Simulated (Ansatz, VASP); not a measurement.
## TiPt3: VASP beside Ansatz

Wanted: the spread between two codes on one cell, functional and k mesh.

Calculated with Ansatz 0.2.0; plane waves, with VASP 6.6.1 beside it; single point at PBE and band structure at BLYP.

The database entry behind the starting cell is an old determination (1943), so it need not match the best structure at ambient conditions.

### Step 1. The starting structure

Symmetry: Pm-3m, No. 221, cubic system. The conventional cell has a = 3.897 Å, b = 3.897 Å, c = 3.897 Å, α = 90.00°, β = 90.00°, γ = 90.00°. Nearest to Pt lie 8 Pt at 2.76 Å and 4 Ti at 2.76 Å. Nearest to Ti lie 12 Pt at 2.76 Å. Farther neighbours are not listed.

As a file:

```xyz
4
Lattice="3.8970 0.0000 0.0000 0.0000 3.8970 0.0000 0.0000 0.0000 3.8970" Properties=species:S:1:pos:R:3 pbc="T T T"
Pt    1.9485    1.9485    0.0000
Pt    1.9485    0.0000    1.9485
Pt    0.0000    1.9485    1.9485
Ti    0.0000    0.0000    0.0000
```

### Step 2. VASP: single point, PBE

With cell and atoms fixed, the geometry can't cause a difference; cores, projectors, grids and the points listed under the comparison can.

Lines of VASP's logs that name or quote its potential files are left out, and so is its time.

Input file INCAR:

```
SYSTEM = TiPt3
PREC = Accurate
ENCUT = 400
EDIFF = 1E-06
NELM = 100
ISMEAR = -1
SIGMA = 0.05
LREAL = .FALSE.
ALGO = Normal
GGA = PE
NBANDS = 27
LORBIT = 11
LWAVE = .FALSE.
LCHARG = .TRUE.
ISIF = 2
LELF = .TRUE.
LVHAR = .TRUE.
```

Input file POSCAR:

```
TiPt3
1.0
    3.8970000000      0.0000000000      0.0000000000
    0.0000000000      3.8970000000      0.0000000000
    0.0000000000      0.0000000000      3.8970000000
Pt Ti
3 1
Direct
    0.5000000000      0.5000000000      0.0000000000
    0.5000000000      0.0000000000      0.5000000000
    0.0000000000      0.5000000000      0.5000000000
    0.0000000000      0.0000000000      0.0000000000
```

Input file KPOINTS:

```
Automatic mesh
0
Gamma
7 7 7
0 0 0
```

The projector-augmented-wave data sets are Pt and Ti_sv (PBE family, release 64).

Launch:

```console
$ mpirun -np 2 vasp_std
```

Numbers of over 12 decimals in the logs are rounded to 6 here.

The program printed:

```text
[banner, memory and clock lines left out]
running    2 mpi-ranks, on    1 nodes
 distrk:  each k-point on    2 cores,    1 groups
 distr:  one band on    1 cores,    2 groups

 POSCAR found type information on POSCAR PtTi
 POSCAR found :  2 types and       4 ions
 LDA part: xc-table for (Slater+PW92), standard interpolation
|                                                                             |
|           W    W    AA    RRRRR   N    N  II  N    N   GGGG   !!!           |
|           W    W   A  A   R    R  NN   N  II  NN   N  G    G  !!!           |
|           W    W  A    A  R    R  N N  N  II  N N  N  G       !!!           |
|           W WW W  AAAAAA  RRRRR   N  N N  II  N  N N  G  GGG   !            |
|           WW  WW  A    A  R   R   N   NN  II  N   NN  G    G                |
|           W    W  A    A  R    R  N    N  II  N    N   GGGG   !!!           |
|                                                                             |
|     The number of bands has been changed from the values supplied in        |
|     The orbitals not found in the WAVECAR file will be initialized with     |
|     random numbers, which is usually adequate. For correlated               |
|     calculations, however, you should redo the groundstate calculation.     |
|     I found NBANDS = 27. Now, NBANDS = 28.                                  |
|                                                                             |

 POSCAR, INCAR and KPOINTS ok, starting setup
 FFT: planning ... GRIDC
 FFT: planning ... GRID_SOFT
 FFT: planning ... GRID
 WAVECAR not read
 entering main loop
       N       E                     dE             d eps       ncg     rms          rms(c)
DAV:   1     0.325156047991E+03    0.32516E+03   -0.17813E+04  1120   0.134E+03
DAV:   2    -0.933114017031E+01   -0.33449E+03   -0.31921E+03  1188   0.365E+02
DAV:   3    -0.317065385407E+02   -0.22375E+02   -0.21426E+02  1348   0.931E+01
DAV:   4    -0.325289397538E+02   -0.82240E+00   -0.81781E+00  1416   0.170E+01
DAV:   5    -0.325509323838E+02   -0.21993E-01   -0.21987E-01  1340   0.260E+00    0.225E+01
DAV:   6    -0.308190693215E+02    0.17319E+01   -0.11765E+01  1292   0.293E+01    0.140E+01
DAV:   7    -0.304401946836E+02    0.37887E+00   -0.20612E+01  1492   0.294E+01    0.107E+01
DAV:   8    -0.295906286719E+02    0.84957E+00   -0.97545E-01  1292   0.955E+00    0.437E+00
DAV:   9    -0.295542056471E+02    0.36423E-01   -0.12569E+00  1596   0.665E+00    0.279E+00
DAV:  10    -0.294764947590E+02    0.77711E-01   -0.28314E-01  1332   0.392E+00    0.396E-01
DAV:  11    -0.294798510050E+02   -0.33562E-02   -0.56320E-03  1308   0.615E-01    0.608E-01
DAV:  12    -0.294762067931E+02    0.36442E-02   -0.12529E-02  1512   0.754E-01    0.365E-02
DAV:  13    -0.294762133443E+02   -0.65513E-05   -0.18475E-04  1188   0.946E-02    0.134E-02
DAV:  14    -0.294762167097E+02   -0.33653E-05   -0.12420E-05  1372   0.279E-02    0.215E-02
DAV:  15    -0.294762125194E+02    0.41903E-05   -0.98032E-06  1212   0.267E-02    0.474E-03
DAV:  16    -0.294762124749E+02    0.44409E-07   -0.11129E-06   816   0.761E-03
   1 F= -.29476212E+02 E0= -.29469652E+02  d E =-.131214E-01
```

Parts of OUTCAR (step 2):

```text
ion  position               nearest neighbor table
   1  0.500  0.500  0.000-   2 2.76   3 2.76   4 2.76   2 2.76   3 2.76   2 2.76   4 2.76   2 2.76
                             3 2.76   4 2.76   3 2.76   4 2.76
   2  0.500  0.000  0.500-   1 2.76   3 2.76   4 2.76   1 2.76   4 2.76   1 2.76   3 2.76   1 2.76
                             3 2.76   4 2.76   4 2.76   3 2.76
   3  0.000  0.500  0.500-   1 2.76   2 2.76   4 2.76   1 2.76   4 2.76   2 2.76   4 2.76   4 2.76
                             1 2.76   2 2.76   1 2.76   2 2.76
   4  0.000  0.000  0.000-   1 2.76   2 2.76   3 2.76   2 2.76   3 2.76   1 2.76   3 2.76   3 2.76
                             1 2.76   2 2.76   2 2.76   1 2.76

  LATTYP: Found a simple cubic cell.
 ALAT       =     3.8970000000

 Subroutine GETGRP returns: Found 48 space group operations
 (whereof 48 operations were pure point group operations)

The static configuration has the point symmetry O_h .

 Found     20 irreducible k-points:

   k-points           NKPTS =     20   k-points in BZ     NKDIM =     20   number of bands    NBANDS=     28

   dimension x,y,z NGX =    28 NGY =   28 NGZ =   28
   dimension x,y,z NGXF=    56 NGYF=   56 NGZF=   56

   ENCUT  =  400.0 eV  29.40 Ry    5.42 a.u.   6.36  6.36  6.36*2*pi/ulx,y,z

   NELECT =      42.0000    total number of electrons

 k-points in reciprocal lattice and weights: Automatic mesh
   0.00000000  0.00000000  0.00000000       0.003
   0.14285714  0.00000000  0.00000000       0.017
   0.28571429  0.00000000  0.00000000       0.017
   0.42857143  0.00000000  0.00000000       0.017
   0.14285714  0.14285714  0.00000000       0.035
   0.28571429  0.14285714  0.00000000       0.070
   0.42857143  0.14285714  0.00000000       0.070
   0.28571429  0.28571429  0.00000000       0.035
   0.42857143  0.28571429  0.00000000       0.070
[...]
0.42857143  0.42857143  0.28571429       0.070
   0.42857143  0.42857143  0.42857143       0.023

 average (electrostatic) potential at core
       1 -62.8547       2 -62.8547       3 -62.8547       4 -70.4133

 E-fermi :  11.8932

 k-point     1 :       0.0000    0.0000    0.0000
  band No.  band energies     occupation
    ...
     16      10.1794      2.00000
     17      11.3401      1.99997
     18      11.9074      0.85922
     19      11.9074      0.85922
     20      11.9074      0.85922
     21      13.2733      0.00000
     22      13.2733      0.00000
     23      13.4601      0.00000
     24      13.4601      0.00000
     25      13.4601      0.00000
    ...

 k-point     2 :       0.1429    0.0000    0.0000
  band No.  band energies     occupation
    ...
     16      10.2124      2.00000
     17      10.8908      2.00000
     18      10.8908      2.00000
     19      11.0917      2.00000
     20      11.9080      0.85286
     21      12.1315      0.01689
     22      13.0167      0.00000
     23      13.0167      0.00000
     24      13.1482      0.00000
     25      13.2654      0.00000
    ...

 k-point     3 :       0.2857    0.0000    0.0000
  band No.  band energies     occupation
    ...
     17       9.5404      2.00000
     18      10.1255      2.00000
     19      10.1559      2.00000
     20      10.5114      2.00000
     21      11.9096      0.83744
     22      12.3254      0.00035
     23      12.3254      0.00035
     24      12.8011      0.00000
     25      12.8787      0.00000
     26      13.8877      0.00000
    ...

  Total        3.5455571      3.5455571      3.5455571     -0.0000000      0.0000000     -0.0000000
  in kB       95.9851072     95.9851072     95.9851072     -0.0000000      0.0000000     -0.0000000
  external PRESSURE =      95.9851072 kB  Pullay stress =       0.0000000 kB

  energy-cutoff  :      400.00
  volume of cell :       59.18
      direct lattice vectors                 reciprocal lattice vectors
     3.897000000  0.000000000  0.000000000     0.256607647  0.000000000  0.000000000
     0.000000000  3.897000000  0.000000000     0.000000000  0.256607647  0.000000000
     0.000000000  0.000000000  3.897000000     0.000000000  0.000000000  0.256607647

 POSITION                                       TOTAL-FORCE (eV/Angst)
 -----------------------------------------------------------------------------------
      1.94850      1.94850      0.00000         0.000000      0.000000      0.000000
      1.94850      0.00000      1.94850         0.000000      0.000000      0.000000
      0.00000      1.94850      1.94850         0.000000      0.000000      0.000000
      0.00000      0.00000      0.00000         0.000000      0.000000      0.000000
 -----------------------------------------------------------------------------------
    total drift:                                0.000000      0.000000      0.000000

  FREE ENERGIE OF THE ION-ELECTRON SYSTEM (eV)
  ---------------------------------------------------
  free  energy   TOTEN  =       -29.4762124749 eV

  energy  without entropy=      -29.4630910489  energy(sigma->0) =      -29.46965176

 total charge
# of ion       s       p       d       tot
------------------------------------------
    1        0.703   0.683   8.073   9.459
    2        0.703   0.683   8.073   9.459
    3        0.703   0.683   8.073   9.459
    4        2.212   6.162   1.805  10.178
--------------------------------------------------
tot          4.321   8.212  26.023  38.556

[... 3 further parts left out ...]
```

At this level the cell is under a pressure of 9.6 GPa, so at these settings it is away from equilibrium.

### Step 3. Ansatz: single point, PBE

Ansatz runs on its default PAW (the set named soft_2) files.

The same cell, functional, mesh and smearing now go to Ansatz, which takes its cutoff from its data sets.

Input file input.yaml:

```yaml
crystal:
  lattice:
    - [3.897, 0.0, 0.0]
    - [0.0, 3.897, 0.0]
    - [0.0, 0.0, 3.897]
  atoms:
    - { symbol: Pt, position: [0.5, 0.5, 0.0] }
    - { symbol: Pt, position: [0.5, 0.0, 0.5] }
    - { symbol: Pt, position: [0.0, 0.5, 0.5] }
    - { symbol: Ti, position: [0.0, 0.0, 0.0] }
hamiltonian:
  xc: pbe
  pseudopotentials: { kind: paw }
kpoints:
  mp_grid: { grid: [7, 7, 7] }
scf:
  occupations: { method: fermi_dirac, width: 0.05 }
  n_extra_bands: 5
output:
  forces: true
  stress: true
  eigenvalues: true
```

Launch:

```console
$ ansatz run input.yaml --threads 2 --pin off --max-ram 4608MiB --backend cpu --events-out ev --progress --plain --runs-dir out
```

The program printed:

```text
scf.n_extra_bands = 5 over 33 filled bands (N_el = 66.0): the run solves 38 bands
Engine: ansatz 0.2.0, aarch64-unknown-linux-gnu
Pseudopotentials: kind: paw
Pseudopotential: Pt, paw, valence charge 18, recommended cutoff 420 eV (normal), Pt.paw.azcp
Pseudopotential: Ti, paw, valence charge 12, recommended cutoff 420 eV (normal), Ti.paw.azcp
Functional definition: PBE
  parameter kappa = 0.804
  parameter beta = 0.066725
  exchange = pbe_x(kappa = kappa, mu = beta*pi^2/3)
  correlation = pbe_c(beta = beta)
Crystal: 4 atoms, lattice volume = 59.182 Å³
Basis set: ecut = 420 eV, 1189 PW (Γ), exchange–correlation on 54×54×54 points (8 copies of the dense FFT grid, shifted against one another)
Bands: 38, of which v1, the nominal top of the filled ones, is band 33 counted from 1 (32 counted from 0)
Symmetry: 48 space group operations
Space group: Pm-3m (ITA 221), of the structure as read, at distance tolerance 3.9e-5 Å
k-points: 20 of 343
Non-local potential: Pt, projectors of the file, l = 0: 3, l = 1: 2, l = 2: 2, l = 3: 1
Non-local potential: Ti, projectors of the file, l = 0: 3, l = 1: 2, l = 2: 3, l = 3: 1
PAW form: soft (Blöchl's): semilocal exchange-correlation on the pseudo side does not see the compensation charge
PAW one-centre angular grid: Pt, 590 points (default); XC on 64 Gauss nodes
PAW one-centre angular grid: Ti, 590 points (default); XC on 64 Gauss nodes
Initial density: superposition of atomic densities (neutral atoms: chi_scale 0, normalization atom), corrected by the library's trained network
Initial wavefunctions: pseudopotential atomic-orbital guess
Functional: x = pbe(κ = 0.804, μ = 0.219515), c = pbe(β = 0.066725)
SCF iter   1: F=—  HF=-40072.081976 eV  |F-HF|=—  |Δ(HF+E_count)|=         —  Δρ=1.47e-2  dr2=1.91e-1  ethr=1.77e-3  ⟨swp⟩=5.2  Hψ=2359  notcnv=0
preconditioner: auto → Resta (q_TF=auto, 2.778 Å⁻¹)  ε∞=30.1  [insulator: Δε(μ)=0.186 eV  Ē_g=5.215 eV  σ=0.050 eV  W_gap=0.69  n_scr=18 (ndim 8)  ℏωp=28.1 eV  f_vac=0.000  D(μ)=1.03/eV (n_scr^D=6)  ε∞_Penn≈30.1]
SCF iter   2: F=—  HF=-40072.072056 eV  |F-HF|=—  |Δ(HF+E_count)|=   9.92e-3  Δρ=7.07e-3  dr2=4.60e-2  ethr=2.89e-4  ⟨swp⟩=2.0  Hψ=995  notcnv=0  defer=1
preconditioner: auto → Kerker (q_TF=auto, 2.778 Å⁻¹)  [metal: Δε(μ)=0.112 eV  Ē_g=5.167 eV  σ=0.050 eV  W_gap=0.46  n_scr=18 (ndim 8)  ℏωp=28.1 eV  f_vac=0.000  D(μ)=1.29/eV (n_scr^D=6)]
SCF iter   3: F=—  HF=-40072.068683 eV  |F-HF|=—  |Δ(HF+E_count)|=   3.37e-3  Δρ=7.91e-4  dr2=1.76e-4  ethr=6.97e-5  ⟨swp⟩=2.0  Hψ=887  notcnv=0  defer=1
SCF iter   4: F=—  HF=-40072.068723 eV  |F-HF|=—  |Δ(HF+E_count)|=   4.03e-5  Δρ=1.82e-4  dr2=2.84e-5  ethr=2.66e-7  ⟨swp⟩=2.0  Hψ=1139  notcnv=0  defer=1
SCF iter   5: F=—  HF=-40072.068726 eV  |F-HF|=—  |Δ(HF+E_count)|=   3.01e-6  Δρ=3.95e-5  dr2=7.35e-7  ethr=4.30e-8  ⟨swp⟩=1.7  Hψ=798  notcnv=0  defer=1
SCF iter   6: F=-40072.068726 eV  HF=-40072.068726 eV  |F-HF|=3.91e-8  |Δ(HF+E_count)|=   1.09e-8  Δρ=9.45e-6  dr2=6.23e-8  ethr=1.52e-10  ⟨swp⟩=5.1  Hψ=2852  notcnv=0
SCF 1 converged in 6 iterations: F = -40072.068726 eV  dr2 = 6.23e-8
  greatest PAW one-centre occupation: 1.000 electrons in one spin orbital (limit 2), on the Pt atom at site 2 (counted from 0), in its partial waves of l = 0
SCF converged after 6 iterations
Free energy (F): -40072.068726 eV
Harris-Foulkes:  -40072.068726 eV  (|F-HF|=3.91e-8)
Internal energy: -40072.055640 eV  (E = F + TS)
E sigma→0 (E₀):  -40072.062183 eV
Entropy (-TS):   -0.013087 eV (-3.272 meV/atom)
Fermi energy:    22.630432 eV
--- Per-component energies (eV) ---
  E_band       = -527.135599
  E_kinetic    = 2191.218215
  E_local      = -5216.797106  (includes V_loc(G=0)·N_el)
  E_nonlocal   = 602.491327
  E_hartree    = 1984.031058
  E_xc         = -887.605963
  E_vxc        = -1036.922976  (∫ρ·V_xc dr)
  E_paw        = -29408.360449  (= ΣΔE_a)
  E_vpaw       = -1035.187875  (= ΣTr[D̂ρ^β])
  E_aug_tail   = 0.000678  (compensation charges beyond the density's cutoff)
  E_ewald      = -9337.033399
  E_smearing   = -0.013087  (= −TS)
  E_closure    = 0.000000  (closes the sum)
  Σ components = -40072.068726   (vs F -40072.068726, Δ=0.00e0)
--- Forces (eV/Å), atoms counted from 1 ---
  atom   1  Pt     0.00000000     0.00000000    -0.00000000
  atom   2  Pt     0.00000000    -0.00000000    -0.00000000
  atom   3  Pt     0.00000000     0.00000000     0.00000000
  atom   4  Ti     0.00000000    -0.00000000    -0.00000000
  max |Σ_I F_I| component: 1.00e-28 eV/Å
--- Stress (GPa, compression-positive) ---
       10.111800       0.000000      -0.000000
        0.000000      10.111800       0.000000
        0.000000       0.000000      10.111800
  P = ⅓ Tr σ = 10.1118 GPa (101.118 kbar)
--- Band table (eV; the first three rows and the last of 20) ---
  k-point 0: bands = [... 29 lower, 22.6452, 22.6452, 22.6452, 24.0165, 24.0165, 24.1882, 24.1882, 24.1882, ... 1 higher]
  k-point 1: bands = [... 29 lower, 21.6238, 21.8272, 22.6460, 22.8612, 23.7553, 23.7553, 23.8911, 24.0075, ... 1 higher]
  k-point 2: bands = [... 29 lower, 20.8530, 20.8826, 21.2425, 22.6476, 23.0633, 23.0633, 23.5429, 23.6215, ... 1 higher]
  k-point 19: bands = [... 29 lower, 20.8753, 20.8753, 21.6154, 22.1608, 22.8611, 22.8611, 23.7656, 23.7656, ... 1 higher]
```

Elapsed: 0.96 s, on 2 threads of Arm Neoverse V2, shared host; peak memory 0.34 GiB; 1.8 s of CPU time.

In the SCF lines HF is the Harris–Foulkes energy and dr2 the Hartree energy of the density residual, in eV; the loop may stop once dr2 is under the threshold and the program's other checks hold. Hψ counts applications of the Hamiltonian.

The run ends at a pressure of 10.11 GPa.

### Step 4. Side by side

Known differences besides the potentials themselves: the data sets hold 66 valence electrons in Ansatz (default PAW (the set named soft_2) files) and 42 in VASP; the cutoff is 420 eV in Ansatz and 400 eV in VASP; VASP leaves aspherical gradient terms in its spheres out (LASPH is not set), Ansatz keeps them. Total energies have different zeros and are not compared.

The two programs side by side:

| quantity | Ansatz | VASP | difference |
| --- | --- | --- | --- |
| pressure (GPa) | 10.11 | 9.60 | +0.51 |
| pressure without Ansatz's Pulay correction (GPa) | 10.04 | 9.60 | +0.44 |

Ansatz's pressure holds a Pulay correction of 0.07 GPa; VASP's holds none.

(Continued in part 2 of 2.)

[Lines on the potential files, build, host, timing and source positions are cut from VASP's logs without a mark.]

[Logs are printed without paths, hosts, clocks, repeated set-up lines and the standing remarks that a program may print on its own settings, such as how far it seeks lower states.]

[Hosts, paths, dates, database ids (printed as entryN), source tags and the programs' standing remarks are cut or masked in the printed files.]
